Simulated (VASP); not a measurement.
Calculation: PBE GGA, VASP's PBE PAW potentials (set 64) (plane waves; VASP 6.6.1).

A VASP calculation is set up with these files.

**POSCAR**
```
MnO
1
    1.4787150000     0.8537360000     2.5308120000
   -1.4787150000     0.8537360000     2.5308120000
    0.0000000000    -1.7074720000     2.5308120000
Mn O
1 1
Direct
  0.7624000000   0.7624000000   0.7624000000
  0.2376000000   0.2376000000   0.2376000000
```

### KPOINTS
```
K-points
0
Gamma
9 9 9
```

### INCAR
```
! general
SYSTEM  = MnO
PREC    = Accurate
ENCUT   = 400
LREAL   = .False.
LASPH   = .True.

! electronic loop
EDIFF   = 1E-6
NELM    = 100
ALGO    = Normal
LMAXMIX = 4

! smearing
ISMEAR  = -1
SIGMA   = 0.1

! functional
GGA     = PE

! spin
ISPIN   = 2
MAGMOM  = 4.0 0.0

! ions
ISIF    = 2

! output
LWAVE   = .False.
LCHARG  = .False.
LORBIT  = 11
```

POTCAR, in this order: Mn_pv O (PBE.64 set). Program: vasp_std.

Output of the run:

OSZICAR:
```
       N       E                     dE             d eps       ncg     rms          rms(c)
DAV:   1     0.139951776212E+03    0.13995E+03   -0.10123E+04  5114   0.134E+03
DAV:   2    -0.125654299734E+02   -0.15252E+03   -0.14541E+03  5548   0.362E+02
DAV:   3    -0.183275407165E+02   -0.57621E+01   -0.57331E+01  5492   0.800E+01
DAV:   4    -0.183678545387E+02   -0.40314E-01   -0.40309E-01  5989   0.704E+00
DAV:   5    -0.183683234536E+02   -0.46891E-03   -0.46892E-03  5611   0.731E-01    0.167E+01
DAV:   6    -0.163972307179E+02    0.19711E+01   -0.12282E+01  6741   0.461E+01    0.131E+01
DAV:   7    -0.161366692887E+02    0.26056E+00   -0.15021E+00  5871   0.213E+01    0.867E+00
DAV:   8    -0.161363180642E+02    0.35122E-03   -0.11299E-01  5205   0.324E+00    0.502E+00
DAV:   9    -0.161240168463E+02    0.12301E-01   -0.27100E-02  6347   0.225E+00    0.924E-01
DAV:  10    -0.161273346056E+02   -0.33178E-02   -0.59005E-03  5226   0.103E+00    0.290E-01
DAV:  11    -0.161273875861E+02   -0.52981E-04   -0.99310E-04  5727   0.336E-01    0.824E-02
DAV:  12    -0.161274251384E+02   -0.37552E-04   -0.14895E-04  5289   0.134E-01    0.347E-02
DAV:  13    -0.161274333361E+02   -0.81977E-05   -0.27960E-06  5201   0.220E-02    0.168E-02
DAV:  14    -0.161274355886E+02   -0.22525E-05   -0.28850E-06  5156   0.213E-02    0.615E-03
DAV:  15    -0.161274358545E+02   -0.26596E-06   -0.38517E-07  2872   0.883E-03
   1 F= -.16127436E+02 E0= -.16103883E+02  d E =-.471053E-01  mag=     4.2597
```

File OUTCAR:
```
------------------------ aborting loop because EDIFF is reached ----------------------------------------
  FORCE on cell =-STRESS in cart. coord.  units (eV):
  Direction    XX          YY          ZZ          XY          YZ          ZX
  --------------------------------------------------------------------------------------
  Total        2.2069585      2.2069559      1.1762141     -0.0000000      0.0000000     -0.0000000
  in kB      184.4529199    184.4527024     98.3054899     -0.0000000      0.0000000     -0.0000000
  external PRESSURE =     155.7370374 kB  Pullay stress =       0.0000000 kB
  volume of cell :       19.17
      direct lattice vectors                 reciprocal lattice vectors
     1.478715000  0.853736000  2.530812000     0.338131418  0.195220380  0.131710034
    -1.478715000  0.853736000  2.530812000    -0.338131418  0.195220380  0.131710034
     0.000000000 -1.707472000  2.530812000     0.000000000 -0.390440761  0.131710034
 POSITION                                       TOTAL-FORCE (eV/Angst)
 -----------------------------------------------------------------------------------
      0.00000      0.00000      5.78847         0.000000      0.000000     -1.477025
      0.00000      0.00000      1.80396         0.000000      0.000000      1.477025
 -----------------------------------------------------------------------------------
    total drift:                                0.000000      0.000004     -0.000031
  FREE ENERGIE OF THE ION-ELECTRON SYSTEM (eV)
  ---------------------------------------------------
  free  energy   TOTEN  =       -16.1274358545 eV

  energy  without entropy=      -16.0803305862  energy(sigma->0) =      -16.10388322

 total charge

# of ion       s       p       d       tot
------------------------------------------
    1        0.234   6.237   5.086  11.557
    2        1.591   3.483   0.000   5.074
--------------------------------------------------
tot          1.825   9.720   5.086  16.631

 magnetization (x)

# of ion       s       p       d       tot
------------------------------------------
    1        0.031   0.031   3.852   3.914
    2        0.033   0.138   0.000   0.170
--------------------------------------------------
tot          0.063   0.168   3.852   4.084
```
(Selected blocks of OUTCAR.)

OUTCAR:
```
 val. band max:        9.3457833925   @ k =  -0.3333   0.1111   0.1111

 cond. band min:       9.3625599690   @ k =   0.3333   0.2222   0.2222


 Fermi energy:         9.3533041095

 spin component 1

 k-point     1 :       0.0000    0.0000    0.0000
  band No.  band energies     occupation
      1     -40.9643      1.00000
      2     -40.9358      1.00000
      3     -40.9358      1.00000
      4     -12.2731      1.00000
      5       4.0664      1.00000
      6       4.3404      1.00000
      7       4.3404      1.00000
      8       6.1725      1.00000
      9       6.1725      1.00000
     10       6.5122      1.00000
     11       7.1665      1.00000
     12       7.1665      1.00000
     13       9.4117      0.35791
     14      23.4458      0.00000
     15      26.1566      0.00000

 k-point     2 :       0.1111    0.0000    0.0000
  band No.  band energies     occupation
      1     -40.9673      1.00000
      2     -40.9492      1.00000
      3     -40.9381      1.00000
      4     -12.1378      1.00000
      5       3.2730      1.00000
      6       3.9817      1.00000
      7       4.2042      1.00000
      8       6.0490      1.00000
      9       6.1965      1.00000
     10       6.4031      1.00000
     11       7.6912      1.00000
     12       7.7737      1.00000
     13      10.2143      0.00018
     14      22.6786      0.00000
     15      25.5475      0.00000

 k-point     3 :       0.2222    0.0000    0.0000
  band No.  band energies     occupation
      1     -40.9918      1.00000
      2     -40.9656      1.00000
      3     -40.9439      1.00000
      4     -11.7781      1.00000
      5       1.9715      1.00000
      6       3.2871      1.00000
      7       3.3746      1.00000
      8       6.2332      1.00000
      9       6.4751      1.00000
     10       6.6386      1.00000
     11       8.6040      0.99944
     12       8.6912      0.99867
     13      11.6776      0.00000
...
```

At this cut-off the stress carries a Pulay error, which pulls relaxed volumes low. The moments were started parallel, and other spin orders were not tried in this run.

The structure was generated: MnO was put into an ordered model structure, which need not be its known phase. The cell was not relaxed at this level.
